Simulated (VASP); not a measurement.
# Sm (relaxed from the bcc structure, space group Im-3m): computed properties

Level of theory: r2SCAN meta-GGA, VASP's PBE PAW potentials (set 64) (plane waves; VASP).

```yaml
space_group: Im-3m (229)
cell: a = 4.0935 Å, b = 4.0935 Å, c = 4.0935 Å, α = 90.00°, β = 90.00°, γ = 90.00°
volume_per_atom: 34.30 Å³/atom
band gap (over mesh and band path): none (metal, semimetal or under 0.01 eV)
density: 7.28 g/cm³
```

```cif
data_Sm2
_chemical_formula_sum 'Sm2'
_space_group_name_H-M_alt 'Im-3m'
_space_group_IT_number 229
_space_group_name_Hall '-I 4 2 3'
_cell_length_a 4.09348
_cell_length_b 4.09348
_cell_length_c 4.09348
_cell_angle_alpha 90.000
_cell_angle_beta 90.000
_cell_angle_gamma 90.000
loop_
_atom_site_label
_atom_site_type_symbol
_atom_site_symmetry_multiplicity
_atom_site_Wyckoff_symbol
_atom_site_fract_x
_atom_site_fract_y
_atom_site_fract_z
_atom_site_occupancy
Sm1 Sm 2 a 0.00000 0.00000 0.00000 1
```
(The calculation used a cell of 1 atom; values per cell refer to that cell.)

The 4f electrons are frozen in the core of the lanthanide potential, so 4f levels, which can set the real gap, and their magnetism are missing.

The structure was generated: Sm was put into the bcc type (Im-3m), which need not be its known phase. It was relaxed first. Symmetry was kept, so distortions that lower it aren't found.
